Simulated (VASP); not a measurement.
Given:

```
TaW
1.0
   -3.19606     3.18722     3.18722
    1.59803    -1.62023     1.62023
    1.59803     1.62023    -1.62023
W Ta
1 1
Direct
  0.00000   0.00000   0.00000
  0.50000   0.00000   0.00000
```

Method: PBEsol GGA, VASP's PBE PAW potentials (set 64) (plane waves; VASP). Numerical set-up: 400 eV cut-off, Gaussian smearing of 0.050 eV, potentials W_sv Ta_pv.

Give the energies of bands 8 to 15 at the high-symmetry points, in eV from the Fermi level.

```
band      Γ      Y     C0      Z     A0      T      S      R
----  -----  -----  -----  -----  -----  -----  -----  -----
8     -8.52  -5.12  -3.85  -6.26  -2.50  -3.82  -3.94  -5.17
9     -5.07  -4.63  -3.77  -5.89  -2.45  -3.35  -3.43  -5.01
10    -2.28  -4.59  -3.53  -1.60  -2.25  -2.71  -2.20  -2.51
11    -0.06  -2.28  -2.32  -0.90  -2.19  -2.34  -1.71  -2.09
12     0.02   1.46  -0.15  -0.63  -2.10   0.20  -1.20   1.45
13     0.37   3.49   3.12  -0.18  -1.89   0.81  -0.81   1.87
14     1.76   4.62   3.29   2.08   3.76   1.14   2.38   3.06
15     2.82   5.80   3.97   2.18   3.81   1.85   3.72   3.35
```

It has no gap at this level: it comes out as a metal or semimetal.

The structure was generated: TaW was put into an ordered model structure (Cmmm), which need not be its known phase. It was relaxed first. The electron count is odd and the run is not spin-polarised, which forces a metal.
